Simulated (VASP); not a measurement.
Input:

```yaml
crystal:
  lattice:
    - [1.71798, -2.97563, 0.00000]
    - [1.71798, 2.97563, 0.00000]
    - [0.00000, 0.00000, 5.56232]
  atoms:
    - { symbol: Tl, position: [0.33333, 0.66667, 0.25000] }
    - { symbol: Tl, position: [0.66667, 0.33333, 0.75000] }
```

Level of theory: PBEsol GGA, VASP's PBE PAW potentials (set 64) (plane waves; VASP 6.6.1). Settings: 400 eV cut-off, Gaussian smearing of 0.050 eV, potentials Tl_d.

Unless said otherwise, spin-orbit coupling is left out, though it shifts the bands of the heavy elements here.

Predict the band gap (along the path) with the smallest direct gap where there is one.

```yaml
band gap (along the path): none (metal, semimetal or under 0.01 eV)
```

The compound is Tl in the hcp structure. It was relaxed first.
